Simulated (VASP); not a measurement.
Al3InN4, 16 atoms in the cell. Symmetry: P6_3mc, No. 186, hexagonal system. Conventional cell: a = 6.548 Å, b = 6.548 Å, c = 5.235 Å, α = 90.00°, β = 90.00°, γ = 120.00°. Al (site symmetry m) is surrounded by 4 N at 1.96 to 2.00 Å. In (site symmetry 3m) is surrounded by 4 N at 2.00 to 2.04 Å. Around N (site symmetry m) lie 3 Al at 1.96 to 2.00 Å and 1 In at 2.00 Å. N (site symmetry 3m) has 3 Al at 1.98 Å and 1 In at 2.04 Å as nearest neighbours. The cell was built by a generator and needn't be a form met in nature.

| Quantity | Value |
| --- | --- |
| Program | VASP 6.6.1 |
| Task | relaxation of cell and atoms |
| Functional | PBE |
| Potentials or basis | VASP PAW PBE potentials, release 64 (Al, In_d, N) |
| Cutoff | 520 eV |
| k mesh | 3 × 3 × 3 |
| Occupations | gaussian, width 0.15 eV |
| Spin | no spin polarisation |
| Further INCAR settings | PREC = Normal; LREAL = Auto; ALGO = Fast; EDIFF = 0.0001; IBRION = 2; EDIFFG = -0.08; NSW = 24; ISIF = 3 |

Potentials or basis: VASP PAW PBE potentials, release 64 (Al, In_d, N).

The run is started by

```bash
$ cat potpaw_PBE.64/Al/POTCAR potpaw_PBE.64/In_d/POTCAR potpaw_PBE.64/N/POTCAR > POTCAR
$ mpirun -np 1 vasp_std > vasp.out
```

Hardware: 1 thread of Intel(R) Xeon(R) Platinum 8488C (Sapphire Rapids), on a shared host.

Q: How long does it take, and how much memory?

A: Run time: 3.7 min on 1 thread of Intel(R) Xeon(R) Platinum 8488C (Sapphire Rapids) (shared host), peak memory 0.24 GiB. Counts: scf iterations 75, k points 6, ion steps 8.
